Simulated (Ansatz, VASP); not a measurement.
## H15C8S2N3O4F2 in two plane-wave programs

Aim: how closely do two programs agree when they are given the same cell, functional and k mesh? The cell is taken from a series of runs on this material, whose earlier steps may have relaxed, scaled, displaced or heated it; both programs get it as it stands.

Main program and level: Ansatz 0.2.0; plane waves, with VASP 6.6.1 beside it; single point at PBE with D3(BJ).

## 1. Set-up

The cell holds 204 atoms: 48 C, 18 N, 90 H, 12 S, 24 O and 12 F. Its edges and angles: a = 13.298 Å, b = 13.298 Å, c = 13.298 Å, α = 90.0°, β = 90.0°, γ = 90.0°.

## 2. VASP: single point, PBE with D3(BJ)

A single point gives forces, pressure and levels at one fixed geometry, so differences don't come from the geometry; what else differs is listed under the comparison.

Lines of VASP's logs that name or quote its potential files are left out, and so is its time.

INCAR reads:

```
SYSTEM = H15C8S2N3O4F2
PREC = Accurate
ENCUT = 520
EDIFF = 1E-06
NELM = 120
ISMEAR = 0
SIGMA = 0.025
LREAL = Auto
ALGO = Normal
GGA = PE
IVDW = 12
NBANDS = 478
LORBIT = 11
LWAVE = .FALSE.
LCHARG = .FALSE.
ISIF = 2
LASPH = .TRUE.
GGA_COMPAT = .FALSE.
EFERMI = MIDGAP
```

POSCAR reads:

```
H15C8S2N3O4F2
1.0
   13.2979900000      0.0000000000      0.0000000000
    0.0000000000     13.2979900000      0.0000000000
    0.0000000000      0.0000000000     13.2979900000
C N H S O F
48 18 90 12 24 12
Direct
    0.6192600000      0.1596400000      0.9160800000
    0.5012500000      0.1758300000      0.9300700000
    0.4541100000      0.0770900000      0.9443000000
    0.3573500000      0.0662000000      0.0029100000
    0.2231200000      0.0155200000      0.8747600000
    0.1419700000      0.0666500000      0.8322400000
    0.0581800000      0.2343100000      0.8879600000
    0.2220300000      0.1671500000      0.9398500000
    0.3145800000      0.8666000000      0.2141100000
    0.4080200000      0.9279300000      0.2523300000
    0.4877500000      0.8547000000      0.2732200000
    0.5669700000      0.8916200000      0.3491100000
    0.6900800000      0.9845800000      0.2310700000
    0.7145000000      0.0882900000      0.2270100000
    0.6447800000      0.2404100000      0.3107100000
    0.6026500000      0.0707400000      0.3540500000
    0.3686200000      0.4723700000      0.1362500000
    0.2542100000      0.4559400000      0.1547100000
    0.2260900000      0.5361500000      0.2275300000
    0.1338800000      0.5112900000      0.2861300000
    0.0769800000      0.6504200000      0.4047500000
    0.0098100000      0.7243300000      0.4021900000
    0.8808200000      0.7779000000      0.2719400000
    0.0107600000      0.6489600000      0.2486300000
    0.6189300000      0.4833600000      0.7219700000
    0.5706700000      0.3796700000      0.7299800000
    0.6447200000      0.3066900000      0.6796000000
    0.6799400000      0.3289700000      0.5771200000
    0.8244900000      0.4069200000      0.4794600000
    0.9225100000      0.4451800000      0.5038300000
[... 168 atom lines left out ...]
    0.9595300000      0.2278200000      0.1731100000
    0.7213200000      0.4019700000      0.9587200000
    0.0102100000      0.0311600000      0.5655700000
    0.9556200000      0.0722100000      0.2673300000
    0.7531400000      0.5986000000      0.2413600000
    0.6719700000      0.5664700000      0.9582400000
```

KPOINTS reads:

```
Automatic mesh
0
Gamma
1 1 1
0 0 0
```

Potentials, in the order of the species: C, N, H, S, O and F (PBE family, release 64).

Launch:

```
> export OMP_NUM_THREADS=3
> mpirun -np 1 vasp_gam
```

Numbers of over 12 decimals in the logs are rounded to 6 here.

Log:

```text
[banner, memory and clock lines left out]
running    1 mpi-ranks, on    1 nodes
[...]
Offloading initialized ...    1 GPUs detected
[...]
LDA part: xc-table for (Slater+PW92), standard interpolation
 POSCAR, INCAR and KPOINTS ok, starting setup
[...]
entering main loop
       N       E                     dE             d eps       ncg     rms          rms(c)
DAV:   1     0.567358142279E+04    0.56736E+04   -0.36710E+05   964   0.132E+03
DAV:   2    -0.666449243719E+03   -0.63400E+04   -0.60294E+04  1186   0.324E+02
DAV:   3    -0.126618803756E+04   -0.59974E+03   -0.59438E+03  1168   0.105E+02
DAV:   4    -0.128004697793E+04   -0.13859E+02   -0.13780E+02  1200   0.175E+01
[...]
DAV:  20    -0.115511522418E+04    0.10533E-05   -0.18609E-05  1160   0.772E-03    0.568E-03
DAV:  21    -0.115511522313E+04    0.10523E-05   -0.12420E-06   808   0.307E-03    0.367E-03
DAV:  22    -0.115511522279E+04    0.33386E-06   -0.90353E-07   824   0.281E-03
   1 F= -.11673924E+04 E0= -.11673924E+04  d E =0.000000E+00
```

OUTCAR, selected parts (step 2):

```text
  FREE ENERGIE OF THE ION-ELECTRON SYSTEM (eV)
  ---------------------------------------------------
  free  energy   TOTEN  =     -1167.3923535858 eV

  energy  without entropy=    -1167.3923535858  energy(sigma->0) =    -1167.39235359
```

The run ends at a pressure of 2.08 GPa, with forces up to 6.3 eV/Å.

[end of part 1 of 2]

[Lines on the potential files, build, host, timing and source positions are cut from VASP's logs without a mark.]

[Logs are printed without paths, hosts, clocks, repeated set-up lines and the standing remarks that a program may print on its own settings, such as how far it seeks lower states.]

[Hosts, paths, dates, database ids (printed as entryN), source tags and the programs' standing remarks are cut or masked in the printed files.]
